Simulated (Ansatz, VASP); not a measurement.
## Two plane-wave programs on Sr2PtCl4

The input INCAR:

```
  ALGO = Normal
  EDIFF = 1E-6
  ENCUT = 520
  GGA = PE
  ISIF = 2
  ISMEAR = 1
  LASPH = True
  LCHARG = False
  LREAL = False
  LWAVE = False
  NBANDS = 38
  NELM = 100
  PREC = Accurate
  SIGMA = 0.02
```

Contents of KPOINTS:

```
k-points
0
Gamma
  3 3 5
```

POSCAR

```
Sr2PtCl4
1.0
    6.9929230000      0.0000000000      0.0000000000
    0.0000000000      6.9929230000      0.0000000000
    0.0000000000      0.0000000000      4.1123790000
Pt Cl Sr
1 4 2
Direct
    0.5000000000      0.5000000000      0.5000000000
    0.7370000000      0.2630000000      0.5000000000
    0.7370000000      0.7370000000      0.5000000000
    0.2630000000      0.7370000000      0.5000000000
    0.2630000000      0.2630000000      0.5000000000
    0.0000000000      0.5000000000      0.0000000000
    0.5000000000      0.0000000000      0.0000000000
```

Input for Ansatz:

```yaml
crystal:
  lattice:
    - [6.992923, 0.0, 0.0]
    - [0.0, 6.992923, 0.0]
    - [0.0, 0.0, 4.112379]
  atoms:
    - { symbol: Pt, position: [0.5, 0.5, 0.5] }
    - { symbol: Cl, position: [0.737, 0.263, 0.5] }
    - { symbol: Cl, position: [0.737, 0.737, 0.5] }
    - { symbol: Cl, position: [0.263, 0.737, 0.5] }
    - { symbol: Cl, position: [0.263, 0.263, 0.5] }
    - { symbol: Sr, position: [0.0, 0.5, 0.0] }
    - { symbol: Sr, position: [0.5, 0.0, 0.0] }
  symmetry: { tolerance: 0.0003 }
kpoints:
  mp_grid: { grid: [3, 3, 5], shift: [0, 0, 0] }
magnetization:
  spin_polarized: false
scf:
  occupations: { method: methfessel_paxton, width: 0.02 }
hamiltonian:
  pseudopotentials: { kind: paw }
  xc: pbe
basis:
  ecutwfc: 420
output:
  forces: true
  stress: true
  eigenvalues: true
  write_density: true
  write_potential: true
  elf: true
  volumetric_format: npy
```

The cell was built by a generator and needn't be a form met in nature.

Alike in both runs: task single point; functional PBE; k mesh 3 × 3 × 5; occupations methfessel-paxton of order 1, width 0.02 eV; no spin polarisation.

```csv
,VASP,Ansatz
version,VASP 6.6.1,Ansatz 0.2.0
potentials or method,"VASP PAW PBE potentials, release 64 (Pt, Cl, Sr_sv)",PAW plane waves
plane-wave cutoff (eV),520,420
valence electrons in the cell,58,66
```

```csv
,VASP,Ansatz,Ansatz less VASP
gap on the k mesh at the Fermi level (eV),none,none,-
pressure (GPa),1.4,1.3,-0.04
largest component of the traceless stress (GPa),5.10,5.13,+0.027
rms of the force components (eV/Å),0.865,0.863,-0.0025
```

Atom by atom the forces differ by 0.002 eV/Å (rms over components). A gap of «none» marks a metal or a gap that the smearing closes. The two sets of potentials don't hold the same shells in valence.

Caveats: forces of over 1 eV/Å show positions far from the minimum, so gaps and moduli don't describe the material at rest. The runs have no spin-orbit coupling, so splittings on Pt are missing.
